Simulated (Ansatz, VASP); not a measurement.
**Cross-check of Cu (ladder Cu chain) between VASP and Ansatz**

One calculation is typed for both programs; each brings its own data sets. How far apart do they land? The structure shown is the start of the Ansatz relaxation below; VASP solves that cell, so the two are compared at the walk's first step. Other levels of theory on this material are compared in a session of their own.

Method: plane waves, with VASP 6.6.1 beside it; single point at PBEsol, single point at LDA and single point at r2SCAN, in Ansatz 0.2.0.

### 1. Set-up

The cell holds 2 atoms: 2 Cu. Its edges and angles: a = 9.000 Å, b = 7.500 Å, c = 2.583 Å, α = 90.0°, β = 90.0°, γ = 90.0°. Vacuum lies along a and b. The structure's axis is c.

### 2. Ansatz: relaxation, PBEsol

Ansatz runs on its default PAW (the set named soft_2) files.

The two programs are compared at the cell with which this relaxation starts, whose forces are those of its first step.

Input file input.yaml:

```yaml
crystal:
  lattice:
    - [9.0, 0.0, 0.0]
    - [0.0, 7.5, 0.0]
    - [0.0, 0.0, 2.58324]
  atoms:
    - { symbol: Cu, position: [0.377386667, 0.5, 0.0], spin: 0.5 }
    - { symbol: Cu, position: [0.622613333, 0.5, 0.5], spin: 0.5 }
magnetization:
  spin_polarized: true
kpoints:
  mp_grid: { grid: [1, 1, 31] }
scf:
  occupations: { method: fermi_dirac, width: 0.05 }
hamiltonian:
  xc: pbesol
relax:
  cell: { fix: [a, b, alpha, beta, gamma] }
  max_steps: 60
```

Run with:

```console
$ ansatz run input.yaml --threads 4 --pin off --max-ram 8192MiB --backend cpu --events-out ev --progress --plain --runs-dir out
```

Numbers of over 12 decimals in the logs are rounded to 6 here.

Log:

```text
Engine: ansatz 0.2.0, aarch64-unknown-linux-gnu
Pseudopotentials: kind: paw
Pseudopotential: Cu, paw, valence charge 19, recommended cutoff 420 eV (normal), Cu.paw.azcp
Functional definition: PBEsol
  exchange = pbesol_x
  correlation = pbesol_c
Crystal: 2 atoms, lattice volume = 174.369 Å³
Basis set: ecut = 420 eV, 3411 PW (Γ), exchange–correlation on 128×108×36 points (8 copies of the dense FFT grid, shifted against one another)
Bands: 24, of which v1, the nominal top of the filled ones, is band 19 counted from 1 (18 counted from 0)
Symmetry: 8 space group operations
Space group: Pmma (ITA 51), of the structure as read, at distance tolerance 5.6e-5 Å
Magnetic group: BNS 51.289 (UNI 387), of the structure as read, at distance tolerance 5.6e-5 Å
k-points: 16 of 31
Non-local potential: Cu, projectors of the file, l = 0: 3, l = 1: 2, l = 2: 3, l = 3: 1
PAW form: soft (Blöchl's): semilocal exchange-correlation on the pseudo side does not see the compensation charge
PAW frozen core: Cu, regenerated for the run's functional, and the local potential with it (the file was generated under x = pbe(κ = 0.804, μ = 0.219515), c = pbe(β = 0.066725))
PAW one-centre angular grid: Cu, 590 points (default); XC on 64 Gauss nodes
Initial density: superposition of atomic densities (neutral atoms: chi_scale 0, normalization atom)
Starting moments: Σ|m| = 1 μB on 2 of 2 sites
Initial wavefunctions: pseudopotential atomic-orbital guess
Functional: x = pbesol(κ = 0.804, μ = 0.123457), c = pbesol(β = 0.046)
SCF iter   1: F=—  HF=-13174.537983 eV  |F-HF|=—  |Δ(HF+E_count)|=         —  Δρ=5.13e-2 (↑5.13e-2 ↓1.81e-2)  dr2=5.15e0  dr2_m=5.55e-1  M=0.211 μB ∫|m|=0.327 μB  β_m=0.30  ethr=3.10e-3  ⟨swp⟩=5.7  Hψ=3598  notcnv=0
preconditioner: auto → LDOS  [metal: Δε(μ)=0.019 eV  Ē_g=5.199 eV  σ=0.050 eV  W_gap=0.09  n_scr=22 (ndim 8)  ℏωp=13.2 eV  f_vac=0.696  D(μ)=2.00/eV (n_scr^D=10)]
spin=Collinear: LDOS preconditioning applied to the charge; magnetization (m = ρ↑ − ρ↓) channel mixes plain (no charge-response kernel on spin).
SCF iter   2: F=—  HF=-13173.786356 eV  |F-HF|=—  |Δ(HF+E_count)|=   7.52e-1  Δρ=1.92e-2 (↑1.92e-2 ↓1.63e-2)  dr2=9.17e-2  dr2_m=4.80e-1  M=0.111 μB ∫|m|=0.149 μB  β_m=0.30  ethr=3.10e-3  ⟨swp⟩=2.2  Hψ=1535  notcnv=0  defer=12
SCF iter   3: F=—  HF=-13173.800845 eV  |F-HF|=—  |Δ(HF+E_count)|=   1.45e-2  Δρ=1.77e-2 (↑1.77e-2 ↓8.65e-3)  dr2=1.57e-1  dr2_m=2.61e-1  M=0.092 μB ∫|m|=0.125 μB  β_m=0.30  ethr=2.41e-4  ⟨swp⟩=2.2  Hψ=1504  notcnv=0  defer=14
SCF iter   4: F=—  HF=-13173.803116 eV  |F-HF|=—  |Δ(HF+E_count)|=   2.27e-3  Δρ=1.22e-2 (↑1.22e-2 ↓7.55e-3)  dr2=5.84e-2  dr2_m=1.51e-1  M=0.067 μB ∫|m|=0.096 μB  β_m=0.30  ethr=2.41e-4  ⟨swp⟩=2.0  Hψ=893  notcnv=0  defer=14
SCF iter   5: F=—  HF=-13173.811969 eV  |F-HF|=—  |Δ(HF+E_count)|=   8.85e-3  Δρ=8.02e-3 (↑6.97e-3 ↓8.02e-3)  dr2=3.76e-3  dr2_m=8.89e-2  M=0.052 μB ∫|m|=0.072 μB  β_m=0.30  ethr=1.54e-4  ⟨swp⟩=2.2  Hψ=1120  notcnv=0  defer=14
SCF iter   6: F=—  HF=-13173.819835 eV  |F-HF|=—  |Δ(HF+E_count)|=   7.87e-3  Δρ=5.86e-3 (↑5.34e-3 ↓5.86e-3)  dr2=1.67e-3  dr2_m=4.98e-2  M=0.040 μB ∫|m|=0.058 μB  β_m=0.30  ethr=9.89e-6  ⟨swp⟩=2.1  Hψ=1116  notcnv=0  defer=14
Mixer restart at iter 6: flushing history
spin-set hold released at iteration 6 (site moments contracting): the magnetisation degrees of freedom join the quasi-Newton model from the next iteration; the mixer history was flushed
SCF iter   7: F=—  HF=-13173.823220 eV  |F-HF|=—  |Δ(HF+E_count)|=   3.39e-3  Δρ=4.35e-3 (↑4.07e-3 ↓4.35e-3)  dr2=1.01e-3  dr2_m=2.82e-2  M=0.032 μB ∫|m|=0.046 μB  β_m=0.65  ethr=4.40e-6  ⟨swp⟩=1.9  Hψ=881  notcnv=0  defer=14
SCF iter   8: F=—  HF=-13173.827751 eV  |F-HF|=—  |Δ(HF+E_count)|=   4.53e-3  Δρ=3.20e-4 (↑2.18e-4 ↓3.20e-4)  dr2=2.64e-4  dr2_m=1.42e-5  M=0.004 μB ∫|m|=0.007 μB  β_m=0.58  ethr=2.66e-6  ⟨swp⟩=2.0  Hψ=1350  notcnv=0  defer=14
SCF iter   9: F=—  HF=-13173.827783 eV  |F-HF|=—  |Δ(HF+E_count)|=   3.18e-5  Δρ=3.00e-4 (↑3.00e-4 ↓2.57e-4)  dr2=3.25e-4  dr2_m=4.77e-6  M=0.003 μB ∫|m|=0.005 μB  β_m=0.47  ethr=6.94e-7  ⟨swp⟩=2.0  Hψ=1395  notcnv=0  defer=14
SCF iter  10: F=—  HF=-13173.827733 eV  |F-HF|=—  |Δ(HF+E_count)|=   5.01e-5  Δρ=7.45e-5 (↑7.45e-5 ↓5.68e-5)  dr2=2.08e-5  dr2_m=2.46e-6  M=0.002 μB ∫|m|=0.004 μB  β_m=0.73  ethr=6.94e-7  ⟨swp⟩=2.0  Hψ=1062  notcnv=0  defer=14
SCF iter  11: F=—  HF=-13173.827743 eV  |F-HF|=—  |Δ(HF+E_count)|=   1.03e-5  Δρ=3.41e-5 (↑3.41e-5 ↓2.17e-5)  dr2=4.20e-6  dr2_m=2.51e-7  M=0.001 μB ∫|m|=0.002 μB  β_m=0.64  ethr=5.47e-8  ⟨swp⟩=2.1  Hψ=1098  notcnv=0  defer=14
SCF iter  12: F=—  HF=-13173.827744 eV  |F-HF|=—  |Δ(HF+E_count)|=   7.82e-7  Δρ=8.09e-6 (↑8.09e-6 ↓6.54e-6)  dr2=1.66e-7  dr2_m=6.86e-8  M=0.001 μB ∫|m|=0.001 μB  β_m=0.82  ethr=1.10e-8  ⟨swp⟩=2.0  Hψ=1096  notcnv=0  defer=14
[...]
SCF 5 converged in 8 iterations: F = -13174.205692 eV  dr2 = 1.68e-10
relax step   5: F+E_penalty+E_count = -13174.20569205 eV  Δ(F+E_penalty+E_count) = -4.877e-4 eV  max|allowed force component| = 4.073e-3 eV/Å  Δτ_max = 0.0043 Å  P = +0.032 GPa  Ω = 156.948 Å³  energy of the carried Pulay correction = +1.638e-3 eV  fix = [a, b, alpha, beta, gamma]  reactions: a +0.144, b -0.110 GPa  (8 SCF iters, dr2 threshold 8.36e-8 eV, accepted)
[...]
relax step   6: F+E_penalty+E_count = -13174.20570727 eV  Δ(F+E_penalty+E_count) = -1.523e-5 eV  max|allowed force component| = 4.365e-5 eV/Å  Δτ_max = 0.0001 Å  P = +0.009 GPa  Ω = 157.106 Å³  energy of the carried Pulay correction = +1.623e-3 eV  fix = [a, b, alpha, beta, gamma]  reactions: a +0.135, b -0.110 GPa  (6 SCF iters, dr2 threshold 9.36e-9 eV, accepted)
[...]
relax step   7: F+E_penalty+E_count = -13174.20343491 eV  Δ(F+E_penalty+E_count) = +2.272e-3 eV  max|allowed force component| = 4.206e-4 eV/Å  Δτ_max = 0.0000 Å  P = +0.010 GPa  Ω = 157.106 Å³  fix = [a, b, alpha, beta, gamma]  reactions: a +0.139, b -0.112 GPa  stress off target by 1.25e-3 GPa on what of the cell is left free  SCF on the basis re-selected at this cell (its energy is not comparable with the rows above)  (8 SCF iters)
basis re-selected at this cell: Δ(F+E_penalty+E_count) = +2.272e-3 eV, ΔP = +0.001 GPa vs the last step (what re-selecting the basis moved, of the pressure what is left beyond the Pulay correction that the steps carried, after the strain that the cell walked since its last selection, with what the two solves' SCF thresholds leave and, on support functions, any second-order correction that the steps lacked; it is no measure of the basis error at this ecutwfc). The dense FFT grid was sized anew with the basis: this SCF ran on 64×54×16 points, the steps before it on 64×54×18, so part of this shift can come from that change (see relax.cell in the input reference). [rest of the remark cut]
SCF converged after 8 iterations
Magnetization: -0.0000 μB (19.0000 up, 19.0000 down)
Absolute magnetization: 0.0000 μB (∫|ρ↑−ρ↓|, with the PAW one-centre terms)
Spin contamination: 0.0000 ħ² per cell (⟨S²⟩ above its minimum at these occupations)
Per-site moments (μB) at R_I (Å): [(-1.2792725905783734e-9, 0.960090), (-1.279272492879329e-9, 0.960090)]
Free energy (F): -13174.203435 eV
Harris-Foulkes:  -13174.203435 eV  (|F-HF|=5.46e-12)
Internal energy: -13174.196294 eV  (E = F + TS)
E sigma→0 (E₀):  -13174.199864 eV
Entropy (-TS):   -0.007141 eV (-3.571 meV/atom)
Fermi energy:    -1.476761 eV
--- Per-component energies (eV) ---
  E_band       = -1371.304176
  E_kinetic    = 600.918515
  E_local      = -20746.554700  (includes V_loc(G=0)·N_el)
  E_nonlocal   = 796.342582
  E_hartree    = 9561.525465
  E_xc         = -172.916576
  E_vxc        = -223.830661  (∫ρ·V_xc dr)
  E_paw        = -3264.754349  (= ΣΔE_a)
  E_vpaw       = -921.231574  (= ΣTr[D̂ρ^β])
  E_aug_tail   = 0.000489  (compensation charges beyond the density's cutoff)
  E_ewald      = 50.829877
  E_core_change = 0.412404  (= ΣΔE_core)
  E_smearing   = -0.007141  (= −TS)
  E_closure    = 0.000000  (closes the sum)
  Σ components = -13174.203435   (vs F -13174.203435, Δ=0.00e0)
--- Forces (eV/Å), atoms counted from 1 ---
  atom   1  Cu     0.00042058     0.00000000     0.00000000
  atom   2  Cu    -0.00042058     0.00000000     0.00000000
  max |Σ_I F_I| component: 1.08e-19 eV/Å
--- Stress (GPa, compression-positive) ---
        0.139360       0.000000       0.000000
        0.000000      -0.111697       0.000000
        0.000000       0.000000       0.001252
  P = ⅓ Tr σ = 0.0096 GPa (0.096 kbar)
--- Relaxed structure (6 steps of the walk, 6 accepted, 1 SCFs on fresh bases) ---
  F+E_penalty+E_count = -13174.20343491 eV   max|allowed force component| = 4.206e-4 eV/Å   (the final SCF, on the basis selected at the relaxed cell)
  cell:  # Å, volume = 157.1056 Å³
    - [9.0, 0.0, 0.0]
    - [0.0, 7.5, 0.0]
    - [0.0, 0.0, 2.327491]
  atoms:
    - { symbol: Cu, position: [0.386621, 0.5, 0.0] }
    - { symbol: Cu, position: [0.613379, 0.5, 0.5] }
```

### 3. VASP: single point, PBEsol, start cell

The same cell, functional, mesh and smearing now go to VASP, with its own data sets.

Lines of VASP's logs that name or quote its potential files are left out, and so is its time.

Input file INCAR:

```
SYSTEM = Cu
PREC = Accurate
ENCUT = 520
EDIFF = 1E-06
NELM = 200
ISMEAR = -1
SIGMA = 0.05
LREAL = .FALSE.
ALGO = Normal
GGA = PS
NBANDS = 18
ISPIN = 2
MAGMOM = -0 -0
LASPH = .TRUE.
LMAXMIX = 4
LORBIT = 11
LWAVE = .FALSE.
LCHARG = .FALSE.
ISIF = 2
GGA_COMPAT = .FALSE.
KPAR = 2
```

Input file POSCAR:

```
Cu
1.0
    9.0000000000      0.0000000000      0.0000000000
    0.0000000000      7.5000000000      0.0000000000
    0.0000000000      0.0000000000      2.5832400000
Cu
2
Direct
    0.3773866667      0.5000000000      0.0000000000
    0.6226133333      0.5000000000      0.5000000000
```

Input file KPOINTS:

```
Automatic mesh
0
Gamma
1 1 31
0 0 0
```

The projector-augmented-wave data sets are Cu (PBE family, release 64).

Run with:

```console
$ mpirun -np 2 vasp_std
```

Log:

```text
[banner, memory and clock lines left out]
running    2 mpi-ranks, on    1 nodes
 distrk:  each k-point on    1 cores,    2 groups
 distr:  one band on    1 cores,    1 groups

 POSCAR found type information on POSCAR Cu
 POSCAR found :  1 types and       2 ions
|                                                                             |
|               ----> ADVICE to this user running VASP <----                  |
|                                                                             |
|     You enforced a specific xc type in the INCAR file but a different       |
|     [... a line on the potential file left out ...]
|     I HOPE YOU KNOW WHAT YOU ARE DOING!                                     |
|                                                                             |

 LDA part: xc-table for (Slater+PW92), standard interpolation
 POSCAR, INCAR and KPOINTS ok, starting setup
 FFT: planning ... GRIDC
 FFT: planning ... GRID_SOFT
 FFT: planning ... GRID
 WAVECAR not read
 entering main loop
       N       E                     dE             d eps       ncg     rms          rms(c)
DAV:   1     0.139660929686E+03    0.13966E+03   -0.79226E+03  1152   0.105E+03
DAV:   2    -0.159483174836E+01   -0.14126E+03   -0.12799E+03  1154   0.231E+02
DAV:   3    -0.569371953492E+01   -0.40989E+01   -0.40427E+01  1522   0.622E+01
DAV:   4    -0.575918533122E+01   -0.65466E-01   -0.65346E-01  1324   0.837E+00
DAV:   5    -0.576085051168E+01   -0.16652E-02   -0.16650E-02  1392   0.121E+00    0.733E+00
DAV:   6    -0.561555053045E+01    0.14530E+00   -0.13473E+01  1320   0.672E+01    0.510E+00
DAV:   7    -0.498532146305E+01    0.63023E+00   -0.29357E+00  1446   0.313E+01    0.585E-01
DAV:   8    -0.497860038484E+01    0.67211E-02   -0.20827E-01  1744   0.522E+00    0.870E-01
DAV:   9    -0.497020582845E+01    0.83946E-02   -0.93194E-02  1456   0.516E+00    0.207E-01
DAV:  10    -0.496932333388E+01    0.88249E-03   -0.23360E-03  1196   0.416E-01    0.197E-01
DAV:  11    -0.496902071916E+01    0.30261E-03   -0.14271E-03  1192   0.558E-01    0.697E-02
DAV:  12    -0.496946002446E+01   -0.43931E-03   -0.11432E-03  1390   0.411E-01    0.364E-02
DAV:  13    -0.496953472085E+01   -0.74696E-04   -0.74465E-05  1300   0.140E-01    0.955E-03
DAV:  14    -0.496956097562E+01   -0.26255E-04   -0.22204E-05  1462   0.590E-02    0.526E-03
DAV:  15    -0.496956556718E+01   -0.45916E-05   -0.81808E-07   954   0.137E-02    0.360E-03
DAV:  16    -0.496957050091E+01   -0.49337E-05   -0.12148E-06  1060   0.125E-02    0.176E-03
DAV:  17    -0.496957050782E+01   -0.69094E-08   -0.13877E-07  1004   0.452E-03
   1 F= -.49695705E+01 E0= -.49636718E+01  d E =-.117974E-01  mag=    -0.0000
```

From OUTCAR (step 3):

```text
ion  position               nearest neighbor table
   1  0.377  0.500  0.000-   2 2.56   2 2.56
   2  0.623  0.500  0.500-   1 2.56   1 2.56

  LATTYP: Found a simple orthorhombic cell.
 ALAT       =     2.5832400000
 B/A-ratio  =     2.9033307010
 C/A-ratio  =     3.4839968412

 Subroutine GETGRP returns: Found  8 space group operations
 (whereof  4 operations were pure point group operations)

The static configuration has the point symmetry C_2v.
 The point group associated with its full space group is D_2h.

 Found     16 irreducible k-points:

   k-points           NKPTS =     16   k-points in BZ     NKDIM =     16   number of bands    NBANDS=     18

   dimension x,y,z NGX =    70 NGY =   56 NGZ =   20
   dimension x,y,z NGXF=   140 NGYF=  112 NGZF=   40

   ENCUT  =  520.0 eV  38.22 Ry    6.18 a.u.  16.73 13.95  4.80*2*pi/ulx,y,z

   NELECT =      22.0000    total number of electrons

 k-points in reciprocal lattice and weights: Automatic mesh
   0.00000000  0.00000000  0.00000000       0.032
   0.00000000  0.00000000  0.03225806       0.065
   0.00000000  0.00000000  0.06451613       0.065
   0.00000000  0.00000000  0.09677419       0.065
   0.00000000  0.00000000  0.12903226       0.065
   0.00000000  0.00000000  0.16129032       0.065
   0.00000000  0.00000000  0.19354839       0.065
   0.00000000  0.00000000  0.22580645       0.065
   0.00000000  0.00000000  0.25806452       0.065
[...]
0.00000000  0.00000000  0.45161290       0.065
   0.00000000  0.00000000  0.48387097       0.065

 average (electrostatic) potential at core
       1 -72.7298       2 -72.7298

 E-fermi :  -2.9775

 spin component 1
 k-point     1 :       0.0000    0.0000    0.0000
  band No.  band energies     occupation
    ...
      8      -4.1385      1.00000
      9      -3.9559      1.00000
     10      -3.8390      1.00000
     11      -3.7436      1.00000
     12      -3.2695      0.99710
     13      -1.0278      0.00000
     14      -0.8317      0.00000
     15       1.5677      0.00000
     16       1.6446      0.00000
     17       3.0139      0.00000
    ...

 k-point     2 :       0.0000    0.0000    0.0323
  band No.  band energies     occupation
    ...
      8      -4.1443      1.00000
      9      -3.9597      1.00000
     10      -3.8536      1.00000
     11      -3.7584      1.00000
     12      -3.2448      0.99525
     13      -0.9935      0.00000
     14      -0.7954      0.00000
     15       1.5945      0.00000
     16       1.6677      0.00000
     17       3.0398      0.00000
    ...

 k-point     3 :       0.0000    0.0000    0.0645
  band No.  band energies     occupation
    ...
      8      -4.1628      1.00000
      9      -3.9694      1.00000
     10      -3.8950      1.00000
     11      -3.7995      1.00000
     12      -3.1735      0.98053
     13      -0.8925      0.00000
     14      -0.6889      0.00000
     15       1.6744      0.00000
     16       1.7371      0.00000
     17       3.1172      0.00000
    ...

 k-point     4 :       0.0000    0.0000    0.0968
  band No.  band energies     occupation
    ...
      8      -4.1668      1.00000
      9      -3.9810      1.00000
     10      -3.9571      1.00000
     11      -3.8587      1.00000
     12      -3.0613      0.84241
     13      -0.7297      0.00000
     14      -0.5186      0.00000
     15       1.8062      0.00000
     16       1.8526      0.00000
     17       3.2457      0.00000
    ...

 k-point     5 :       0.0000    0.0000    0.1290
  band No.  band energies     occupation
    ...
      7      -4.2452      1.00000
      8      -4.1517      1.00000
      9      -4.0319      1.00000
     10      -3.9914      1.00000
     11      -3.9252      1.00000
     12      -2.9133      0.21675
     13      -0.5113      0.00000
     14      -0.2919      0.00000
     15       1.9882      0.00000
     16       2.0143      0.00000
    ...

 k-point     6 :       0.0000    0.0000    0.1613
  band No.  band energies     occupation
    ...
      7      -4.3080      1.00000
      8      -4.1359      1.00000
      9      -4.1108      1.00000
     10      -3.9994      1.00000
     11      -3.9879      1.00000
     12      -2.7315      0.00724
     13      -0.2429      0.00000
     14      -0.0156      0.00000
     15       2.2184      0.00000
     16       2.2221      0.00000
    ...

  Total       -2.1791950     -0.1326532     -4.4134900      0.0000000      0.0000000      0.0000000
  in kB      -20.0234148     -1.2188767    -40.5531130      0.0000000      0.0000000      0.0000000
  external PRESSURE =     -20.5984682 kB  Pullay stress =       0.0000000 kB

  energy-cutoff  :      520.00
  volume of cell :      174.37
      direct lattice vectors                 reciprocal lattice vectors
     9.000000000  0.000000000  0.000000000     0.111111111  0.000000000  0.000000000
     0.000000000  7.500000000  0.000000000     0.000000000  0.133333333  0.000000000
     0.000000000  0.000000000  2.583240000     0.000000000  0.000000000  0.387110760

 POSITION                                       TOTAL-FORCE (eV/Angst)
 -----------------------------------------------------------------------------------
      3.39648      3.75000      0.00000         1.047412      0.000000      0.000000
      5.60352      3.75000      1.29162        -1.047412      0.000000      0.000000
 -----------------------------------------------------------------------------------
    total drift:                                0.000000      0.000000     -0.000000

  FREE ENERGIE OF THE ION-ELECTRON SYSTEM (eV)
  ---------------------------------------------------
  free  energy   TOTEN  =        -4.9695705078 eV

  energy  without entropy=       -4.9577730952  energy(sigma->0) =       -4.96367180

 total charge
# of ion       s       p       d       tot
------------------------------------------
    1        0.433   0.123   9.260   9.816
    2        0.433   0.123   9.260   9.816
--------------------------------------------------
tot          0.866   0.246  18.521  19.633

 magnetization (x)
# of ion       s       p       d       tot
------------------------------------------
    1       -0.000  -0.000  -0.000  -0.000
    2       -0.000  -0.000  -0.000  -0.000
--------------------------------------------------
tot         -0.000  -0.000  -0.000  -0.000

[... 6 further parts left out ...]
```

### 4. Side by side

Known differences besides the potentials themselves: the data sets hold 38 valence electrons in Ansatz (on its default PAW (the set named soft_2) files) and 22 in VASP; the cutoff is 420 eV in Ansatz and 520 eV in VASP; Ansatz makes its cores anew for this functional, VASP keeps those of its PBE data sets. Total energies have different zeros and are not compared.

Forces (eV/Å; atoms numbered as in POSCAR):

| atom | Ansatz x, y, z | VASP x, y, z |
| --- | --- | --- |
| Cu1 | 1.070, 0.000, 0.000 | 1.047, 0.000, 0.000 |
| Cu2 | -1.070, 0.000, 0.000 | -1.047, 0.000, 0.000 |

The forces differ by 13 meV/Å r.m.s., which is 2.2 % of the r.m.s. force of 0.605 eV/Å (both taken over all components). Moments aren't recorded for both runs of this pair, so they may hold unlike magnetic states.

(Part 1 of 2 ends here.)

[Lines on the potential files, build, host, timing and source positions are cut from VASP's logs without a mark.]

[Logs are printed without paths, hosts, clocks, repeated set-up lines and the standing remarks that a program may print on its own settings, such as how far it seeks lower states.]

[Hosts, paths, dates, database ids (printed as entryN), source tags and the programs' standing remarks are cut or masked in the printed files.]
